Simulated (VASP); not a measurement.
# SiB (Pnma) in VASP: a series of runs

One crystal, SiB, is run at these levels: PBE; tasks: equation of state.

Program: VASP 6.6.1. These are calculated values, not measurements. Logs are shortened: lines on timing, memory, paths and dates and some standing lists are left out, and cuts for length are marked.

## 1. Starting point

Symmetry: Pnma, No. 62, orthorhombic system. Conventional cell: a = 5.240 Å, b = 2.977 Å, c = 5.670 Å, α = 90.00°, β = 90.00°, γ = 90.00°. Around Si (site symmetry m) lie 4 B at 2.05 to 2.19 Å. Around B (site symmetry m) lie 2 B at 1.77 Å.

The cell was built by a generator and needn't be a form met in nature.

## 2. Equation of state, PBE, 11.05 Å³/atom

INCAR

```
ALGO = Normal
EDIFF = 1E-6
EDIFFG = -0.02
ENCUT = 520
GGA = PE
IBRION = 2
ISIF = 4
ISMEAR = 0
KPAR = 4
LASPH = T
LCHARG = F
LREAL = F
LWAVE = F
NELM = 100
NSW = 30
PREC = Accurate
SIGMA = 0.1
```

KPOINTS

```
k-points
0
Gamma
  6 10 6
```

POSCAR

```
SiB
1.0
    5.2403000000      0.0000000000      0.0000000000
    0.0000000000      2.9766800000      0.0000000000
    0.0000000000      0.0000000000      5.6696000000
Si B
4 4
Direct
    0.8313440000      0.7500000000      0.0942220000
    0.1686560000      0.2500000000      0.9057780000
    0.6686560000      0.2500000000      0.5942220000
    0.3313440000      0.7500000000      0.4057780000
    0.9303300000      0.7500000000      0.4444810000
    0.0696700000      0.2500000000      0.5555190000
    0.4303300000      0.7500000000      0.0555190000
    0.5696700000      0.2500000000      0.9444810000
```

Potentials or basis: VASP PAW PBE potentials, release 64 (Si, B).

The run is started by

```bash
cat potpaw_PBE.64/Si/POTCAR potpaw_PBE.64/B/POTCAR > POTCAR
mpirun -np 4 vasp_std > vasp.out
```

OUTCAR:

```text
EDIFF = 1E-6
   EDIFFG = -0.02
   ENCUT = 520
   GGA = PE
   IBRION = 2
   ISIF = 4
   ISMEAR = 0
   LASPH = T
   LREAL = F
   NELM = 100
   NSW = 30
   PREC = Accurate

 ion  position               nearest neighbor table
   1  0.831  0.750  0.094-   5 2.05   7 2.11   8 2.19   8 2.19   2 2.55   2 2.55
   2  0.169  0.250  0.906-   6 2.05   8 2.11   7 2.19   7 2.19   1 2.55   1 2.55
   3  0.669  0.250  0.594-   8 2.05   6 2.11   5 2.19   5 2.19   4 2.55   4 2.55
   4  0.331  0.750  0.406-   7 2.05   5 2.11   6 2.19   6 2.19   3 2.55   3 2.55
   5  0.930  0.750  0.444-   6 1.77   6 1.77   1 2.05   4 2.11   3 2.19   3 2.19
   6  0.070  0.250  0.556-   5 1.77   5 1.77   2 2.05   3 2.11   4 2.19   4 2.19
   7  0.430  0.750  0.056-   8 1.77   8 1.77   4 2.05   1 2.11   2 2.19   2 2.19
   8  0.570  0.250  0.944-   7 1.77   7 1.77   3 2.05   2 2.11   1 2.19   1 2.19

  LATTYP: Found a simple orthorhombic cell.
 ALAT       =     2.9766800000
 B/A-ratio  =     1.7604512410
 C/A-ratio  =     1.9046723195

  Lattice vectors:

 A1 = (   0.0000000000,  -2.9766800000,   0.0000000000)
 A2 = (   5.2403000000,   0.0000000000,   0.0000000000)
 A3 = (   0.0000000000,   0.0000000000,   5.6696000000)

Analysis of symmetry for initial positions (statically):
=====================================================================
 Subroutine PRICEL returns:
 Original cell was already a primitive cell.

 Routine SETGRP: Setting up the symmetry group for a
 simple orthorhombic supercell.

 Subroutine GETGRP returns: Found  8 space group operations
 (whereof  2 operations were pure point group operations)
 out of a pool of  8 trial point group operations.

The static configuration has the point symmetry S_2 .
 The point group associated with its full space group is D_2h.

Analysis of symmetry for dynamics (positions and initial velocities):
=====================================================================
 Subroutine PRICEL returns:
 Original cell was already a primitive cell.

 Routine SETGRP: Setting up the symmetry group for a
 simple orthorhombic supercell.

 Subroutine GETGRP returns: Found  8 space group operations
 (whereof  2 operations were pure point group operations)
 out of a pool of  8 trial point group operations.

The dynamic configuration has the point symmetry S_2 .
 The point group associated with its full space group is D_2h.

 Subroutine INISYM returns: Found  8 space group operations
 (whereof  2 operations are pure point group operations),
 and found     1 'primitive' translations

[... 116 lines left out ...]
   PSTRESS=    0.0 pullay stress
   NELECT =      28.0000    total number of electrons
   NUPDOWN=      -1.0000    fix difference up-down
   EMIN   =  10.00;   EMAX   =-10.00  energy-range for DOS
   EFERMI =   0.00;   METHOD = LEGACY
   ISMEAR =     0;   SIGMA  =   0.10  broadening in eV -4-tet -1-fermi 0-gaus
   EFERMI_NEDOS =   21; number of points for ismear=-14 and -15
   IALGO  =     38    algorithm
   IMIX   =      4    mixing-type and parameters
     AMIX     =   0.40;   BMIX     =  1.00
     AMIX_MAG =   1.60;   BMIX_MAG =  1.00
  volume/ion in A,a.u.               =      11.05        74.60
  Fermi-wavevector in a.u.,A,eV,Ry     =   1.115785  2.108528 16.938936  1.244977
  Thomas-Fermi vector in A             =   2.252393
   LORBIT       =      0    0 simple, 1 ext, 2 COOP (PROOUT), +10 PAW based schemes
   GGA     = PE    functional components
   LHFCALC =     F    Hartree Fock is set to
   AEXX    =    0.0000 exact exchange contribution
   IVDW    =     0    specifies the selected vdW correction
   LEPSILON=     F    determine dielectric tensor
   LRPA    =     F    only Hartree local field effects (RPA)
 conjugate gradient relaxation of ions
 non-spin polarized calculation
 Gauss-broadening in eV      SIGMA  =   0.10
  energy-cutoff  :      520.00
  volume of cell :       88.44
 maximum number of plane-waves:      2416
 NGX is ok and might be reduce to    40
   NGX = 19   NGY = 11   NGZ = 21

 number of electron      28.0000002 magnetization

 Free energy of the ion-electron system (eV)
  ---------------------------------------------------
  ext. energy  EPLUGINS =         0.00000000
  ---------------------------------------------------
  free energy    TOTEN  =       -46.05340366 eV

  energy without entropy =      -46.04461040  energy(sigma->0) =      -46.04900703

 E-fermi :   8.5923     XC(G=0): -11.1941

 val. band max:        8.5358710099   @ k =   0.0000   0.5000   0.5000
 cond. band min:       8.6004073044   @ k =   0.5000   0.4000   0.0000
 fundamental gap:      0.0645362944
 Fermi energy:         8.5923364867

 k-point     1 :       0.0000    0.0000    0.0000
  band No.  band energies     occupation
      1      -6.2767      2.00000
      2      -3.6167      2.00000
      3      -1.4729      2.00000
      4      -0.9308      2.00000
      5      -0.6996      2.00000
      6       1.4467      2.00000
[... 505 lines left out ...]
      6       1.7208      2.00000
[... 11 lines left out ...]
     18      11.8721      0.00000
     19      11.8721      0.00000

 [... further k-points ...]

------------------------ aborting loop because EDIFF is reached ----------------------------------------

  FORCE on cell =-STRESS in cart. coord.  units (eV):
  Direction    XX          YY          ZZ          XY          YZ          ZX
  --------------------------------------------------------------------------------------
  -------------------------------------------------------------------------------------
  Total        0.0771476     -0.0323633      0.0095397     -0.0000000      0.0000000      0.0000000
  in kB        1.3976302     -0.5863041      0.1728239     -0.0000000      0.0000000      0.0000000
  external PRESSURE =       0.3280500 kB  Pullay stress =       0.0000000 kB

 VOLUME and BASIS-vectors are now :
 -----------------------------------------------------------------------------
  energy-cutoff  :      520.00
  volume of cell :       88.44
      direct lattice vectors                 reciprocal lattice vectors
     5.240300000  0.000000000  0.000000000     0.190828769  0.000000000  0.000000000
     0.000000000  2.976680000  0.000000000     0.000000000  0.335944744  0.000000000
     0.000000000  0.000000000  5.669600000     0.000000000  0.000000000  0.176379286

 POSITION                                       TOTAL-FORCE (eV/Angst)
 -----------------------------------------------------------------------------------
      4.35649      2.23251      0.53420         0.008266     -0.000000     -0.006188
      0.88381      0.74417      5.13540        -0.008266      0.000000      0.006188
      3.50396      0.74417      3.36900        -0.008266      0.000000     -0.006188
      1.73634      2.23251      2.30060         0.008266      0.000000      0.006188
      4.87521      2.23251      2.52003        -0.007494     -0.000000      0.002147
      0.36509      0.74417      3.14957         0.007494      0.000000     -0.002147
      2.25506      2.23251      0.31477        -0.007494     -0.000000     -0.002147
      2.98524      0.74417      5.35483         0.007494     -0.000000      0.002147
 -----------------------------------------------------------------------------------
    total drift:                               -0.000000      0.000000     -0.000000

  FREE ENERGIE OF THE ION-ELECTRON SYSTEM (eV)
  ---------------------------------------------------
  free  energy   TOTEN  =       -46.0534036584 eV

  energy  without entropy=      -46.0446103992  energy(sigma->0) =      -46.04900703

 reached required accuracy - stopping structural energy minimisation
```

OSZICAR:

```text
N       E                     dE             d eps       ncg     rms          rms(c)
DAV:   1     0.610858312373E+02    0.61086E+02   -0.12212E+04  3648   0.129E+03
DAV:   2    -0.447751559345E+02   -0.10586E+03   -0.10246E+03  4840   0.195E+02
DAV:   3    -0.492570407416E+02   -0.44819E+01   -0.43851E+01  4692   0.390E+01
DAV:   4    -0.493167698234E+02   -0.59729E-01   -0.59484E-01  4771   0.450E+00
DAV:   5    -0.493175730015E+02   -0.80318E-03   -0.80247E-03  4644   0.441E-01    0.108E+01
DAV:   6    -0.461717862353E+02    0.31458E+01   -0.93820E+00  4055   0.159E+01    0.556E+00
DAV:   7    -0.460767339145E+02    0.95052E-01   -0.17419E+00  4761   0.697E+00    0.206E+00
DAV:   8    -0.460564217823E+02    0.20312E-01   -0.12350E-01  4280   0.201E+00    0.731E-01
DAV:   9    -0.460533849735E+02    0.30368E-02   -0.17225E-02  4323   0.788E-01    0.148E-01
DAV:  10    -0.460533927790E+02   -0.78055E-05   -0.89418E-04  4379   0.206E-01    0.746E-02
DAV:  11    -0.460534079709E+02   -0.15192E-04   -0.79099E-05  4663   0.583E-02    0.117E-02
DAV:  12    -0.460534040012E+02    0.39697E-05   -0.19453E-05  4383   0.229E-02    0.125E-02
DAV:  13    -0.460534036584E+02    0.34282E-06   -0.14530E-06  2689   0.788E-03
   1 F= -.46053404E+02 E0= -.46049007E+02  d E =-.460534E+02
```

CONTCAR:

```text
SiB
   1.00000000000000
     5.2403000000000004    0.0000000000000000    0.0000000000000000
     0.0000000000000000    2.9766800000000000    0.0000000000000000
     0.0000000000000000    0.0000000000000000    5.6696000000000000
  Si              B
     4     4
Direct
     0.8313440000000014    0.7500000000000000    0.0942220000000020
     0.1686559999999986    0.2500000000000000    0.9057779999999980
     0.6686559999999986    0.2500000000000000    0.5942220000000020
     0.3313440000000014    0.7500000000000000    0.4057779999999980
     0.9303299999999979    0.7500000000000000    0.4444810000000032
     0.0696700000000021    0.2500000000000000    0.5555189999999968
     0.4303299999999979    0.7500000000000000    0.0555189999999968
     0.5696700000000021    0.2500000000000000    0.9444810000000032

  0.00000000E+00  0.00000000E+00  0.00000000E+00
  0.00000000E+00  0.00000000E+00  0.00000000E+00
  0.00000000E+00  0.00000000E+00  0.00000000E+00
  0.00000000E+00  0.00000000E+00  0.00000000E+00
  0.00000000E+00  0.00000000E+00  0.00000000E+00
  0.00000000E+00  0.00000000E+00  0.00000000E+00
  0.00000000E+00  0.00000000E+00  0.00000000E+00
  0.00000000E+00  0.00000000E+00  0.00000000E+00
```

Wall time 23 s (4 MPI ranks of Intel Xeon Platinum 8488C (Sapphire Rapids), shared host); peak memory 0.27 GiB.

Results:

```
Free energy            : -46.0534 eV
Pressure               : 0.0 GPa
Largest force          : 0.010 eV/Å
Band gap on the k mesh : none (metal or under the smearing width)
```

## 3. Equation of state, PBE, 10.72 Å³/atom (volume scaled by 0.97)

INCAR is that of step 2.

KPOINTS is that of step 2.

Changes to POSCAR since step 2:

```diff
@@ -2,5 +2,5 @@
 1.0
-    5.2403000000      0.0000000000      0.0000000000
-    0.0000000000      2.9766800000      0.0000000000
-    0.0000000000      0.0000000000      5.6696000000
+    5.1873640576      0.0000000000      0.0000000000
+    0.0000000000      2.9466104694      0.0000000000
+    0.0000000000      0.0000000000      5.6123273974
 Si B
```

Potentials or basis: VASP PAW PBE potentials, release 64 (Si, B).

The run is started by

```bash
cat potpaw_PBE.64/Si/POTCAR potpaw_PBE.64/B/POTCAR > POTCAR
mpirun -np 4 vasp_std > vasp.out
```

Run time: 48 s. Hardware: 4 MPI ranks of Intel Xeon Platinum 8488C (Sapphire Rapids), shared host; peak memory 0.27 GiB.

It converged, with:

```
Free energy            : -46.0131 eV
Pressure               : 4.9 GPa
Largest force          : 0.012 eV/Å
Band gap on the k mesh : none (metal or under the smearing width)
```

## 4. Equation of state, PBE, 11.39 Å³/atom (volume scaled by 1.03)

INCAR is that of step 3.

KPOINTS is that of step 3.

Changes to POSCAR since step 3:

```diff
@@ -2,5 +2,5 @@
 1.0
-    5.1873640576      0.0000000000      0.0000000000
-    0.0000000000      2.9466104694      0.0000000000
-    0.0000000000      0.0000000000      5.6123273974
+    5.2921875329      0.0000000000      0.0000000000
+    0.0000000000      3.0061539960      0.0000000000
+    0.0000000000      0.0000000000      5.7257383044
 Si B
```

The run is started by

```bash
cat potpaw_PBE.64/Si/POTCAR potpaw_PBE.64/B/POTCAR > POTCAR
mpirun -np 4 vasp_std > vasp.out
```

Run time: 64 s. Hardware: 4 MPI ranks of Intel Xeon Platinum 8488C (Sapphire Rapids), shared host; peak memory 0.28 GiB.

It converged, with:

```
Free energy            : -46.0190 eV
Pressure               : -4.2 GPa
Largest force          : 0.008 eV/Å
Band gap on the k mesh : none (metal or under the smearing width)
```

## 5. Equation of state, PBE, 10.39 Å³/atom (volume scaled by 0.94)

INCAR is that of step 4.

KPOINTS is that of step 4.

Changes to POSCAR since step 4:

```diff
@@ -2,5 +2,5 @@
 1.0
-    5.2921875329      0.0000000000      0.0000000000
-    0.0000000000      3.0061539960      0.0000000000
-    0.0000000000      0.0000000000      5.7257383044
+    5.1333250855      0.0000000000      0.0000000000
+    0.0000000000      2.9159143781      0.0000000000
+    0.0000000000      0.0000000000      5.5538614020
 Si B
```

The run is started by

```bash
cat potpaw_PBE.64/Si/POTCAR potpaw_PBE.64/B/POTCAR > POTCAR
mpirun -np 4 vasp_std > vasp.out
```

Run time: 80 s. Hardware: 4 MPI ranks of Intel Xeon Platinum 8488C (Sapphire Rapids), shared host; peak memory 0.27 GiB.

The run converged. Its results:

| Item | Value |
| --- | --- |
| Free energy | -45.8858 eV |
| Pressure | 10.6 GPa |
| Largest force | 0.014 eV/Å |
| Band gap on the k mesh | none (metal or under the smearing width) |

## 6. Equation of state, PBE, 11.72 Å³/atom (volume scaled by 1.06)

INCAR is that of step 5.

KPOINTS is that of step 5.

Changes to POSCAR since step 5:

```diff
@@ -2,5 +2,5 @@
 1.0
-    5.1333250855      0.0000000000      0.0000000000
-    0.0000000000      2.9159143781      0.0000000000
-    0.0000000000      0.0000000000      5.5538614020
+    5.3430770733      0.0000000000      0.0000000000
+    0.0000000000      3.0350610962      0.0000000000
+    0.0000000000      0.0000000000      5.7807968580
 Si B
```

Potentials or basis: VASP PAW PBE potentials, release 64 (Si, B).

The run is started by

```bash
cat potpaw_PBE.64/Si/POTCAR potpaw_PBE.64/B/POTCAR > POTCAR
mpirun -np 4 vasp_std > vasp.out
```

Run time: 55 s. Hardware: 4 MPI ranks of Intel Xeon Platinum 8488C (Sapphire Rapids), shared host; peak memory 0.29 GiB.

The run converged. Its results:

- Free energy: -45.9204 eV
- Pressure: -7.7 GPa
- Largest force: 0.018 eV/Å
- Band gap on the k mesh: none (metal or under the smearing width)

## 7. Equation of state, PBE, 10.06 Å³/atom (volume scaled by 0.91)

INCAR is that of step 6.

KPOINTS is that of step 6.

Changes to POSCAR since step 6:

```diff
@@ -2,5 +2,5 @@
 1.0
-    5.3430770733      0.0000000000      0.0000000000
-    0.0000000000      3.0350610962      0.0000000000
-    0.0000000000      0.0000000000      5.7807968580
+    5.0781237634      0.0000000000      0.0000000000
+    0.0000000000      2.8845580299      0.0000000000
+    0.0000000000      0.0000000000      5.4941378335
 Si B
```

The run is started by

```bash
cat potpaw_PBE.64/Si/POTCAR potpaw_PBE.64/B/POTCAR > POTCAR
mpirun -np 4 vasp_std > vasp.out
```

Wall time 76 s (4 MPI ranks of Intel Xeon Platinum 8488C (Sapphire Rapids), shared host); peak memory 0.27 GiB.

It converged, with:

- Free energy: -45.6574 eV
- Pressure: 17.1 GPa
- Largest force: 0.011 eV/Å
- Band gap on the k mesh: none (metal or under the smearing width)

## 8. Equation of state, PBE, 12.05 Å³/atom (volume scaled by 1.09)

INCAR is that of step 7.

KPOINTS is that of step 7.

Changes to POSCAR since step 7:

```diff
@@ -2,5 +2,5 @@
 1.0
-    5.0781237634      0.0000000000      0.0000000000
-    0.0000000000      2.8845580299      0.0000000000
-    0.0000000000      0.0000000000      5.4941378335
+    5.3930152676      0.0000000000      0.0000000000
+    0.0000000000      3.0634277974      0.0000000000
+    0.0000000000      0.0000000000      5.8348261285
 Si B
```

The run is started by

```bash
cat potpaw_PBE.64/Si/POTCAR potpaw_PBE.64/B/POTCAR > POTCAR
mpirun -np 4 vasp_std > vasp.out
```

It took 73 s on 4 MPI ranks of Intel Xeon Platinum 8488C (Sapphire Rapids), shared host; peak memory 0.29 GiB.

Results (log left out):

| Quantity | Value |
| --- | --- |
| Free energy | -45.7677 eV |
| Pressure | -10.7 GPa |
| Largest force | 0.020 eV/Å |
| Band gap on the k mesh | none (metal or under the smearing width) |
